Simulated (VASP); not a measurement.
## How smearing and k-mesh change a VASP run on BN (Qingsongite)

How sensitive are energy and pressure of BN (Qingsongite) to the smearing and k-mesh? The series runs use PBE. The smearing tried: ISMEAR = 0, SIGMA = 0.01; ISMEAR = 0, SIGMA = 0.05; ISMEAR = 0, SIGMA = 0.1; ISMEAR = 0, SIGMA = 0.2; ISMEAR = 0, SIGMA = 0.5; ISMEAR = 1, SIGMA = 0.01; ISMEAR = 1, SIGMA = 0.05; ISMEAR = 1, SIGMA = 0.1; ISMEAR = 1, SIGMA = 0.2; ISMEAR = 1, SIGMA = 0.5; ISMEAR = -5. The k-mesh tried: 3 3 3; 4 4 4; 6 6 6; 7 7 7; 9 9 9; 13 13 13; 16 16 16; 19 19 19. The start is a cell from a database of measured crystal structures.

Main program and level: VASP 6.6.1; PBE; plane waves and PAW (B, N).

Report form: the programs' logs are mostly left out.

### Step 1. The starting structure

Symmetry: F-43m, No. 216, cubic system. Conventional cell: a = 3.615 Å, b = 3.615 Å, c = 3.615 Å, α = 90.00°, β = 90.00°, γ = 90.00°. Nearest to B lie 4 N at 1.57 Å. N has 4 B at 1.57 Å nearest. Farther neighbours and most contacts between anions are not listed.

### Step 2. Smearing: ISMEAR = 0, SIGMA = 0.01

With a gap, smearing should do nothing until its tail reaches across the gap. PBE, the usual starting point, adds the gradient of the density.

The input, INCAR:

```
SYSTEM = BN
PREC = Accurate
ENCUT = 520
EDIFF = 1E-06
NELM = 100
ISMEAR = 0
SIGMA = 0.01
LREAL = .FALSE.
ALGO = Normal
GGA = PE
NBANDS = 10
LORBIT = 11
LWAVE = .FALSE.
LCHARG = .FALSE.
KPAR = 2
ISIF = 2
```

The input, POSCAR:

```
BN
1.0
    0.0000000000      1.8075000000      1.8075000000
    1.8075000000      0.0000000000      1.8075000000
    1.8075000000      1.8075000000      0.0000000000
B N
1 1
Direct
    0.0000000000      0.0000000000      0.0000000000
    0.2500000000      0.2500000000      0.2500000000
```

The input, KPOINTS:

```
Automatic mesh
0
Gamma
11 11 11
0 0 0
```

PAW data sets: B and N (PBE family, release 64).

Launch:

```console
mpirun -np 2 vasp_std
```

It took 3.8 s on 2 MPI ranks of AMD EPYC 7R43, shared host; peak memory 0.18 GiB.

The gap is read on the k-mesh alone, so it is an upper bound where the band edges lie off the mesh.

Numbers from this step:

* electronic steps: 12
* electrons: 8
* bands: 10
* irreducible k points: 56
* symmetry operations: 24
* free energy (TOTEN): -17.45 eV
* Fermi energy: 7.498 eV
* pressure: 3.297 GPa
* metallic: no
* valence top at k: 0, 0, 0
* conduction bottom at k: 0.4545, 0.4545, 0
* least direct gap at k: 0, 0, 0
* gap on the k-mesh: 4.563 eV
* least direct gap on the k-mesh: 8.820 eV

The series starts at -8.7249 eV an atom and 3.30 GPa, after 12 cycles in 3.8 s. The entropy term T·S comes to 0.00 meV an atom in size.

### Step 3. Smearing: ISMEAR = 0, SIGMA = 0.05

Changes to INCAR since step 2:

```diff
@@ -6,3 +6,3 @@
 ISMEAR = 0
-SIGMA = 0.01
+SIGMA = 0.05
 LREAL = .FALSE.
```

POSCAR is that of step 2.

KPOINTS is that of step 2.

Launch:

```console
mpirun -np 2 vasp_std
```

The job ended after 4.2 s (2 MPI ranks; peak memory 0.18 GiB).

Against the run before the energy at zero width stays within 0.01 meV an atom and the pressure within 0.01 GPa, after 12 cycles in 4.2 s. The entropy term T·S comes to 0.00 meV an atom in size.

### Step 4. Smearing: ISMEAR = 0, SIGMA = 0.1

Changes to INCAR since step 3:

```diff
@@ -6,3 +6,3 @@
 ISMEAR = 0
-SIGMA = 0.05
+SIGMA = 0.1
 LREAL = .FALSE.
```

POSCAR is that of step 3.

KPOINTS is that of step 3.

Launch:

```console
mpirun -np 2 vasp_std
```

Run time: 3.8 s. Hardware: 2 MPI ranks; peak memory 0.18 GiB.

Against the run before the energy at zero width stays within 0.01 meV an atom and the pressure within 0.01 GPa, after 12 cycles in 3.8 s. The entropy term T·S comes to 0.00 meV an atom in size.

### Step 5. Smearing: ISMEAR = 0, SIGMA = 0.2

Changes to INCAR since step 4:

```diff
@@ -6,3 +6,3 @@
 ISMEAR = 0
-SIGMA = 0.1
+SIGMA = 0.2
 LREAL = .FALSE.
```

POSCAR is that of step 4.

KPOINTS is that of step 4.

Launch:

```console
mpirun -np 2 vasp_std
```

Elapsed: 4 s, on 2 MPI ranks; peak memory 0.17 GiB.

Against the run before the energy at zero width stays within 0.01 meV an atom and the pressure within 0.01 GPa, after 12 cycles in 4 s. The entropy term T·S comes to 0.00 meV an atom in size.

### Step 6. Smearing: ISMEAR = 0, SIGMA = 0.5

Changes to INCAR since step 5:

```diff
@@ -6,3 +6,3 @@
 ISMEAR = 0
-SIGMA = 0.2
+SIGMA = 0.5
 LREAL = .FALSE.
```

POSCAR is that of step 5.

KPOINTS is that of step 5.

Launch:

```console
mpirun -np 2 vasp_std
```

Wall time 4.4 s (2 MPI ranks); peak memory 0.17 GiB; 7.5 s of CPU time.

Against the run before the energy at zero width stays within 0.01 meV an atom and the pressure within 0.01 GPa, after 12 cycles in 4.4 s. The entropy term T·S comes to 0.00 meV an atom in size.

### Step 7. Smearing: ISMEAR = 1, SIGMA = 0.01

Changes to INCAR since step 6:

```diff
@@ -5,4 +5,4 @@
 NELM = 100
-ISMEAR = 0
-SIGMA = 0.5
+ISMEAR = 1
+SIGMA = 0.01
 LREAL = .FALSE.
```

POSCAR is that of step 6.

KPOINTS is that of step 6.

Launch:

```console
mpirun -np 2 vasp_std
```

The job ended after 5 s (2 MPI ranks; peak memory 0.18 GiB; 8.6 s of CPU time).

Methfessel-Paxton smearing is not meant for a cell with a gap.

Against the first of the series the energy at zero width stays within 0.01 meV an atom and the pressure within 0.01 GPa, after 12 cycles in 5 s. The entropy term T·S comes to 0.00 meV an atom in size.

### Step 8. Smearing: ISMEAR = 1, SIGMA = 0.05

Changes to INCAR since step 7:

```diff
@@ -6,3 +6,3 @@
 ISMEAR = 1
-SIGMA = 0.01
+SIGMA = 0.05
 LREAL = .FALSE.
```

POSCAR is that of step 7.

KPOINTS is that of step 7.

Launch:

```console
mpirun -np 2 vasp_std
```

The job ended after 3.8 s (2 MPI ranks; peak memory 0.18 GiB).

Against the run before the energy at zero width stays within 0.01 meV an atom and the pressure within 0.01 GPa, after 12 cycles in 3.8 s. The entropy term T·S comes to 0.00 meV an atom in size.

### Step 9. Smearing: ISMEAR = 1, SIGMA = 0.1

Changes to INCAR since step 8:

```diff
@@ -6,3 +6,3 @@
 ISMEAR = 1
-SIGMA = 0.05
+SIGMA = 0.1
 LREAL = .FALSE.
```

POSCAR is that of step 8.

KPOINTS is that of step 8.

Launch:

```console
mpirun -np 2 vasp_std
```

It took 4 s on 2 MPI ranks; peak memory 0.18 GiB; 6.6 s of CPU time.

Against the run before the energy at zero width stays within 0.01 meV an atom and the pressure within 0.01 GPa, after 12 cycles in 4 s. The entropy term T·S comes to 0.01 meV an atom in size.

### Step 10. Smearing: ISMEAR = 1, SIGMA = 0.2

Changes to INCAR since step 9:

```diff
@@ -6,3 +6,3 @@
 ISMEAR = 1
-SIGMA = 0.1
+SIGMA = 0.2
 LREAL = .FALSE.
```

POSCAR is that of step 9.

KPOINTS is that of step 9.

Launch:

```console
mpirun -np 2 vasp_std
```

The job ended after 3.8 s (2 MPI ranks; peak memory 0.18 GiB; 6.2 s of CPU time).

Against the run before the energy at zero width moves by -0.02 meV an atom while the pressure stays within 0.01 GPa, after 12 cycles in 3.8 s. The entropy term T·S comes to 0.21 meV an atom in size.

### Step 11. Smearing: ISMEAR = 1, SIGMA = 0.5

Changes to INCAR since step 10:

```diff
@@ -6,3 +6,3 @@
 ISMEAR = 1
-SIGMA = 0.2
+SIGMA = 0.5
 LREAL = .FALSE.
```

POSCAR is that of step 10.

KPOINTS is that of step 10.

Launch:

```console
mpirun -np 2 vasp_std
```

Elapsed: 3.6 s, on 2 MPI ranks; peak memory 0.16 GiB; 6.1 s of CPU time.

Against the run before the energy at zero width moves by +0.08 meV an atom and the pressure by -0.01 GPa, after 12 cycles in 3.6 s. The entropy term T·S comes to 1.21 meV an atom in size.

### Step 12. Smearing: ISMEAR = -5

Changes to INCAR since step 11:

```diff
@@ -5,4 +5,4 @@
 NELM = 100
-ISMEAR = 1
-SIGMA = 0.5
+ISMEAR = -5
+SIGMA = 0.05
 LREAL = .FALSE.
```

POSCAR is that of step 11.

KPOINTS is that of step 11.

Launch:

```console
mpirun -np 2 vasp_std
```

Elapsed: 4 s, on 2 MPI ranks; peak memory 0.18 GiB.

Against the first of the series the energy at zero width stays within 0.01 meV an atom and the pressure within 0.01 GPa, after 12 cycles in 4 s.

### Step 13. The smearing series as a table

This step: convergence of PBE results with the smearing; plane waves and PAW (VASP 6.6.1).

This step runs nothing: it gathers the runs above.

Differences are taken from the run with ISMEAR = 0, SIGMA = 0.01. Results of the series, by row:

```
                 setting     status  energy less the reference (meV/atom)  pressure (GPa)  gap (eV)  SCF cycles  wall time (s)
ISMEAR = 0, SIGMA = 0.01  converged                                     0           3.296     4.563          12            3.8
ISMEAR = 0, SIGMA = 0.05  converged                                     0           3.296     4.563          12            4.2
 ISMEAR = 0, SIGMA = 0.1  converged                                     0           3.296     4.563          12            3.8
 ISMEAR = 0, SIGMA = 0.2  converged                                     0           3.296     4.563          12              4
 ISMEAR = 0, SIGMA = 0.5  converged                                     0           3.296     4.563          12            4.4
ISMEAR = 1, SIGMA = 0.01  converged                                     0           3.296     4.563          12              5
ISMEAR = 1, SIGMA = 0.05  converged                               0.00218           3.296     4.563          12            3.8
 ISMEAR = 1, SIGMA = 0.1  converged                               0.00422           3.296     4.563          12              4
 ISMEAR = 1, SIGMA = 0.2  converged                              -0.01961           3.292     4.563          12            3.8
 ISMEAR = 1, SIGMA = 0.5  converged                                0.0581           3.279     4.563          12            3.6
             ISMEAR = -5  converged                                     0           3.296     4.563          12              4
```

### Step 14. K-mesh: 3 3 3

This step: PBE; plane waves and PAW (B, N) (VASP 6.6.1).

The sum over the zone converges with the mesh, fast for insulators and slowly for metals.

Changes to INCAR since step 12:

```diff
@@ -5,3 +5,3 @@
 NELM = 100
-ISMEAR = -5
+ISMEAR = -1
 SIGMA = 0.05
```

POSCAR is that of step 12.

The input, KPOINTS:

```
Automatic mesh
0
Gamma
3 3 3
0 0 0
```

Launch:

```console
mpirun -np 2 vasp_std
```

It took 1.6 s on 2 MPI ranks; peak memory 0.17 GiB.

This step gave:

| Quantity | Value |
| --- | --- |
| irreducible k points | 4 |
| free energy (TOTEN) | -17.08 eV |
| Fermi energy | 8.762 eV |
| pressure | 6.696 GPa |
| conduction bottom at k | 0.3333, 0.3333, 0 |
| gap on the k-mesh | 5.607 eV |
| least direct gap on the k-mesh | 8.717 eV |

The series starts at -8.5382 eV an atom and 6.70 GPa, after 12 cycles in 1.6 s.

### Step 15. K-mesh: 4 4 4

INCAR is that of step 14.

POSCAR is that of step 14.

The input, KPOINTS:

```
Automatic mesh
0
Gamma
4 4 4
0 0 0
```

Launch:

```console
mpirun -np 2 vasp_std
```

Elapsed: 2 s, on 2 MPI ranks; peak memory 0.16 GiB.

Against the run before the energy moves by -149.39 meV an atom and the pressure by -2.71 GPa, after 12 cycles in 2 s.

### Step 16. K-mesh: 6 6 6

INCAR is that of step 15.

POSCAR is that of step 15.

The input, KPOINTS:

```
Automatic mesh
0
Gamma
6 6 6
0 0 0
```

Launch:

```console
mpirun -np 2 vasp_std
```

Wall time 2.2 s (2 MPI ranks); peak memory 0.16 GiB.

Against the run before the energy moves by -35.32 meV an atom and the pressure by -0.65 GPa, after 12 cycles in 2.2 s.

### Step 17. K-mesh: 7 7 7

INCAR is that of step 16.

POSCAR is that of step 16.

The input, KPOINTS:

```
Automatic mesh
0
Gamma
7 7 7
0 0 0
```

Launch:

```console
mpirun -np 2 vasp_std
```

Run time: 2.4 s. Hardware: 2 MPI ranks; peak memory 0.16 GiB; 3.5 s of CPU time.

Against the run before the energy moves by -1.45 meV an atom and the pressure by -0.03 GPa, after 12 cycles in 2.4 s.

### Step 18. K-mesh: 9 9 9

INCAR is that of step 17.

POSCAR is that of step 17.

The input, KPOINTS:

```
Automatic mesh
0
Gamma
9 9 9
0 0 0
```

Launch:

```console
mpirun -np 2 vasp_std
```

Run time: 2.8 s. Hardware: 2 MPI ranks; peak memory 0.17 GiB; 4.4 s of CPU time.

Against the run before the energy moves by -0.50 meV an atom and the pressure by -0.01 GPa, after 12 cycles in 2.8 s.

### Step 19. K-mesh: 13 13 13

INCAR is that of step 18.

POSCAR is that of step 18.

The input, KPOINTS:

```
Automatic mesh
0
Gamma
13 13 13
0 0 0
```

Launch:

```console
mpirun -np 2 vasp_std
```

Elapsed: 4.8 s, on 2 MPI ranks; peak memory 0.17 GiB; 8.4 s of CPU time.

Against the run before the energy moves by -0.02 meV an atom while the pressure stays within 0.01 GPa, after 12 cycles in 4.8 s.

### Step 20. K-mesh: 16 16 16

INCAR is that of step 19.

POSCAR is that of step 19.

The input, KPOINTS:

```
Automatic mesh
0
Gamma
16 16 16
0 0 0
```

Launch:

```console
mpirun -np 2 vasp_std
```

It took 7.8 s on 2 MPI ranks; peak memory 0.2 GiB.

Against the run before the energy stays within 0.01 meV an atom and the pressure within 0.01 GPa, after 12 cycles in 7.8 s.

### Step 21. K-mesh: 19 19 19

INCAR is that of step 20.

POSCAR is that of step 20.

The input, KPOINTS:

```
Automatic mesh
0
Gamma
19 19 19
0 0 0
```

Launch:

```console
mpirun -np 2 vasp_std
```

Wall time 12 s (2 MPI ranks); peak memory 0.2 GiB; 22 s of CPU time.

Against the run before the energy stays within 0.01 meV an atom and the pressure within 0.01 GPa, after 12 cycles in 12 s.

### Step 22. The k-mesh series as a table

This step: convergence of PBE results with the mesh; plane waves and PAW (VASP 6.6.1).

Derived from the runs above.

Differences are taken from the run with 19 19 19. Results of the series, by row:

```
 setting     status  energy less the reference (meV/atom)  pressure (GPa)  gap (eV)  SCF cycles  wall time (s)
   3 3 3  converged                                 186.7           6.696     5.607          12            1.6
   4 4 4  converged                                 37.29           3.986     4.435          12              2
   6 6 6  converged                                 1.975           3.333     4.457          12            2.2
   7 7 7  converged                                0.5246           3.307     4.712          12            2.4
   9 9 9  converged                               0.02184           3.299     4.614          12            2.8
13 13 13  converged                              0.002115           3.298     4.534          12            4.8
16 16 16  converged                               5.50e-5           3.298     4.459          12            7.8
19 19 19  converged                                     0           3.298     4.494          12           11.6
```

### Step 23. Results

| Quantity | Value |
| --- | --- |
| spread of the pressure over the smearing | 0.0172 GPa |
| spread of the energy over the smearing | 0.0777 meV/atom |
| k-mesh from which the energy stays within 10 meV/atom of the reference | 6 6 6 |
| k-mesh from which the energy stays within 1 meV/atom of the reference | 7 7 7 |
| k-mesh from which the pressure stays within 0.2 GPa of the reference | 6 6 6 |
| spread of the pressure over the k-mesh | 3.40 GPa |
| spread of the energy over the k-mesh | 187 meV/atom |

**Reading.** The usual rule keeps the entropy term T·S under 1 meV an atom, which holds up to a width of 0.5 eV for Gaussian and 0.2 eV for first-order Methfessel-Paxton. Farthest in energy from the narrowest smearing lies ISMEAR = 1, SIGMA = 0.5 (+0.1 meV an atom, -0.02 GPa). Methfessel-Paxton smearing is made for metals and can give negative occupations at band edges. From 7 7 7 on, the energy stays within 1 meV an atom of the reference, at 21 % of its time. The pressure holds within 0.2 GPa from 6 6 6 on. The gap in the table jumps with the points that each mesh happens to hold, and is no measure of convergence. Differences are taken from the run with 19 19 19, which is itself not the exact limit. Forces vanish by symmetry in this cell, so the series can't test them. The runs at 3 3 3; 4 4 4 are over 30 meV an atom or 2 GPa off and describe the material poorly.

[Lines on the potential files, build, host, timing and source positions are cut from VASP's logs without a mark.]

[Logs are printed without paths, hosts, clocks, repeated set-up lines and the standing remarks that a program may print on its own settings, such as how far it seeks lower states.]

[Hosts, paths, dates, database ids (printed as entryN), source tags and the programs' standing remarks are cut or masked in the printed files.]

[A measured line is paired with the nearest computed mode of its activity, which favours agreement.]
